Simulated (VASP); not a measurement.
Ba:

```
Ba
1.0
    -2.51250    2.51250    2.51250
     2.51250   -2.51250    2.51250
     2.51250    2.51250   -2.51250
Ba
1
Cartesian
  0.0000 0.0000 0.0000
```

* Program: VASP 6.6.1
* Task: relaxation of cell and atoms
* Functional: PBEsol
* Potentials or basis: VASP PAW PBE potentials, release 64 (Ba_sv)
* Cutoff: 600 eV
* k mesh: 4 × 4 × 4
* Occupations: gaussian, width 0.1 eV
* Spin: no spin polarisation

At the start: pressure -0.5 GPa; volume 63.44 Å³/atom.

Question: How do energy, volume and symmetry change on relaxing?

Answer: Over 4 steps the energy falls by 4.7 meV/atom and the volume is 60.25 Å³/atom (-5.0 %); space group Im-3m (No. 229, to 0.05 Å).

Step by step:
```
step  energy change (eV)  largest force (eV/Å)  pressure (GPa)  volume (Å³)
   1              0.0000                0.0000           -0.46        63.44
   2             -0.0036                0.0000           -0.23        61.78
   3             -0.0046                0.0000            0.04        59.99
   4             -0.0047                0.0000            0.01        60.25
```

Final structure:
```
Ba
1.0
    -2.46970    2.46970    2.46970
     2.46970   -2.46970    2.46970
     2.46970    2.46970   -2.46970
Ba
1
Direct
  0.00000 0.00000 0.00000
```

Caveat: the k mesh is coarse (spacing up to 0.44 Å⁻¹), so the values aren't converged; the PAW data sets were made with another functional, which shifts forces and pressure a little.
